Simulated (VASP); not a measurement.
The system is Mo2Se3S.

```
Mo Se S
1.0
     3.26686    0.00000    0.00000
    -1.63343    2.82919    0.00000
     0.00000    0.00000   13.69103
Mo Se S
2 3 1
Direct
  0.66667 0.33333 0.25000
  0.33333 0.66667 0.75000
  0.66667 0.33333 0.63308
  0.33333 0.66667 0.36692
  0.66667 0.33333 0.86692
  0.33333 0.66667 0.13308
```

The cell comes from a database or a generator and needn't be the stable form of this composition.

```yaml
Program: VASP 6.6.1
Task: relaxation of cell and atoms
Functional: PBEsol
Potentials_or_basis: VASP PAW PBE potentials, release 64 (Mo_sv, Se, S)
Cutoff: 600 eV
k_mesh: 9 × 9 × 2
Occupations: gaussian, width 0.02 eV
Spin: no spin polarisation
```

At the start: pressure 1.4 GPa; volume 21.09 Å³/atom.

Q: How do energy, volume and symmetry change on relaxing?

A: Over 30 steps the energy falls by 37.6 meV/atom and the volume is 19.62 Å³/atom (-7.0 %); space group P3m1 (No. 156, to 0.05 Å).

Step by step:
```
step  energy change (eV)  largest force (eV/Å)  pressure (GPa)  volume (Å³)
   1              0.0000                2.4513            1.38       126.54
   2             -0.0156                2.2173           -4.47       129.85
   3             -0.1678                0.5089           -2.05       128.20
   4             -0.1814                0.7024            1.91       124.16
   5             -0.1934                0.4359            0.24       125.77
   6             -0.2012                0.1820            0.00       125.47
   7             -0.2016                0.0811            0.04       125.53
   8             -0.2025                0.0331           -0.20       125.58
   9             -0.2027                0.0549           -0.40       125.63
  10             -0.2031                0.0764           -0.36       125.51
  11             -0.2042                0.1416           -0.22       125.17
  12             -0.2052                0.2735            0.05       124.49
  13             -0.2060                0.2599            0.05       124.35
  14             -0.2081                0.2193            0.03       123.93
  15             -0.2116                0.2326            0.00       123.09
  16             -0.2158                0.3663           -0.01       121.41
  17             -0.2099                0.8990            0.19       118.03
  18             -0.2161                0.4721            0.09       120.68
  19             -0.2172                0.4571            0.05       120.47
  20             -0.2200                0.4126           -0.08       119.84
  21             -0.2233                0.3270           -0.29       118.58
  22             -0.2236                0.2874           -0.38       117.98
  23             -0.2248                0.1902           -0.19       117.87
  24             -0.2255                0.0492            0.10       117.70
  25             -0.2255                0.0462            0.12       117.69
  26             -0.2256                0.0342            0.04       117.74
  27             -0.2257                0.0298           -0.06       117.80
  28             -0.2257                0.0270           -0.04       117.79
  29             -0.2257                0.0236           -0.03       117.77
  30             -0.2257                0.0174            0.02       117.74
```

Final structure:
```
CELL_PARAMETERS angstrom
3.23708 0.00000 0.00000
-1.61854 2.80339 0.00000
0.00000 0.00000 12.97407
ATOMIC_POSITIONS crystal
Mo 0.66667 0.33333 0.24560
Mo 0.33333 0.66667 0.74977
Se 0.66667 0.33333 0.62046
Se 0.33333 0.66667 0.37599
Se 0.66667 0.33333 0.87927
S 0.33333 0.66667 0.12892
```

Caveat: the PAW data sets were made with another functional, which shifts forces and pressure a little; this functional lacks dispersion, which binds the layers, so the pressure and a relaxed spacing across them are unreliable.
